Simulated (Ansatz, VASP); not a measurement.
This is a calculation of CsSi2 for Ansatz 0.2.0. The cell comes from a database or a generator and needn't be the stable form of this composition.

The input input.yaml:

```yaml
crystal:
  lattice:
    - [6.37157, 0.0, 0.0]
    - [-3.18578, 5.51794, 0.0]
    - [0.0, 0.0, 4.47866]
  atoms:
    - { symbol: Cs, position: [0.0, 0.0, 0.0] }
    - { symbol: Si, position: [0.66667, 0.33333, 0.25039] }
    - { symbol: Si, position: [0.66667, 0.33333, 0.74961] }
hamiltonian:
  xc: rpbe
  pseudopotentials: { kind: paw }
kpoints:
  mp_grid: { grid: [5, 5, 6] }
scf:
  occupations: { method: fermi_dirac, width: 0.05 }
output:
  forces: true
  stress: true
  eigenvalues: true
  write_density: true
  write_potential: true
  elf: true
  volumetric_format: npy
relax:
  f_tol: 0.01
  max_steps: 40
  cell: { stress_tol: 0.05 }
```

Potentials or basis: Ansatz PAW.

Run with:

```bash
$ ansatz run input.yaml --threads 2 --pin off --max-ram 5632MiB --backend cpu --events-out ev --progress --plain --runs-dir out
```

Set up the same calculation for VASP 6.6.1. Potentials or basis there: PBE PAW files Cs_sv, Si, 600 eV.

As run (cutoffs and basis follow the program's own potentials, and thresholds, step limits or extra output files can differ):

INCAR

```
SYSTEM = CsSi2
PREC     = Accurate       ! precision mode
ENCUT    = 600            ! plane-wave cutoff, eV
EDIFF    = 1E-6           ! SCF threshold, eV
ISMEAR   = -1             ! smearing method
SIGMA    = 0.05           ! smearing width, eV
LREAL    = .FALSE.        ! projectors in reciprocal space
LASPH    = .TRUE.         ! aspherical terms in the spheres
NELM     = 100            ! most SCF steps
ALGO     = Fast           ! electronic algorithm
ISIF     = 3              ! what is computed and relaxed
LWAVE    = .FALSE.        ! write WAVECAR
LCHARG   = .FALSE.        ! write CHGCAR
GGA      = RP             ! functional
IBRION   = 2              ! ionic algorithm
NSW      = 40             ! ionic steps
EDIFFG   = -0.005         ! ionic threshold
```

KPOINTS

```
regular mesh
0
G
  5 5 6
  0 0 0
```

The input POSCAR:

```
CsSi2
1.0
    6.3715700000      0.0000000000      0.0000000000
   -3.1857800000      5.5179400000      0.0000000000
    0.0000000000      0.0000000000      4.4786600000
Cs Si
1 2
Direct
    0.0000000000      0.0000000000      0.0000000000
    0.6666700000      0.3333300000      0.2503900000
    0.6666700000      0.3333300000      0.7496100000
```

Potentials or basis: VASP PAW PBE potentials, release 64 (Cs_sv, Si).

Run with:

```console
$ cat potpaw_PBE.64/Cs_sv/POTCAR potpaw_PBE.64/Si/POTCAR > POTCAR
$ mpirun -np 1 vasp_std > vasp.out
```

Both were run:

|  | Ansatz | VASP |
| --- | --- | --- |
| Relaxed volume | 54.24 Å³/atom | 54.20 Å³/atom |
| Relaxed cell | a = 6.543 Å, b = 6.543 Å, c = 4.389 Å, α = 90.00°, β = 90.00°, γ = 120.00° | a = 6.543 Å, b = 6.543 Å, c = 4.386 Å, α = 90.00°, β = 90.00°, γ = 120.00° |
| Space group after relaxing | P-6m2 (No. 187) | P-6m2 (No. 187) |
| Pressure after relaxing | 0.0 GPa | 0.0 GPa |

Ansatz's pressure holds a Pulay term of +0.00 GPa for its cutoff of 420 eV, which the other run lacks.

Ansatz's potentials were made for PBE. VASP's potentials were made for PBE.

Where Ansatz's input types no cutoff or centring, it takes its own default and a Γ-centred mesh.

Pressure is positive in compression.
